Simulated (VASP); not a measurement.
```
Si
1.0
    0.00000     2.73421     2.73421
    2.73421     0.00000     2.73421
    2.73421     2.73421     0.00000
Si
2
Direct
  0.00000   0.00000   0.00000
  0.25000   0.25000   0.25000
```

The numbers are results of PBE GGA, VASP's PBE PAW potentials (set 64) (plane waves; VASP), not measurements. Numerical set-up: 400 eV cut-off, Gaussian smearing of 0.050 eV, potentials Si.

Q: Estimate the band gap (along the path) with the smallest direct gap where there is one.

A: 
```
Quantity                                Value
------------------------------------  -------
band gap (along the path)             0.61 eV
smallest direct gap (along the path)  2.56 eV
```

Only differences to runs with the same potentials and settings are physical.

The compound is Si in the diamond structure. It was relaxed first.
